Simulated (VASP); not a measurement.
# Hf4CN3 (ordered alloy cell): computed properties

Level of theory: PBEsol GGA, VASP's PBE PAW potentials (set 64) (plane waves; VASP).

```yaml
space_group: R-3m (166)
cell: a = b = 3.198 Å, c = 31.324 Å, α = β = 90.00°, γ = 120.00°
volume_per_atom: 11.56 Å^3/atom
band gap (over mesh and band path): none (metal, semimetal or under 0.01 eV)
density: 13.79 g/cm³
```

```cif
data_C3Hf12N9
_chemical_formula_sum 'Hf12 N9 C3'
_space_group_name_H-M_alt 'R-3m :H'
_space_group_IT_number 166
_space_group_name_Hall '-R 3 2"'
_cell_length_a 3.19767
_cell_length_b 3.19767
_cell_length_c 31.32375
_cell_angle_alpha 90.000
_cell_angle_beta 90.000
_cell_angle_gamma 120.000
loop_
_atom_site_label
_atom_site_type_symbol
_atom_site_symmetry_multiplicity
_atom_site_Wyckoff_symbol
_atom_site_fract_x
_atom_site_fract_y
_atom_site_fract_z
_atom_site_occupancy
Hf1 Hf 6 c 0.00000 0.00000 0.37464 1
Hf2 Hf 6 c 0.00000 0.00000 0.12567 1
N1 N 6 c 0.00000 0.00000 0.24859 1
N2 N 3 b 0.00000 0.00000 0.50000 1
C1 C 3 a 0.00000 0.00000 0.00000 1
```
(The calculation used a cell of 8 atoms; values per cell refer to that cell.)

Unless said otherwise, spin-orbit coupling is left out, though it shifts the bands of the heavy elements here.

The structure was generated: Hf4CN3 was put into an ordered model structure (R-3m), which need not be its known phase. It was relaxed first. Symmetry was kept, so distortions that lower it aren't found. The electron count is odd and the run is not spin-polarised, which forces a metal.
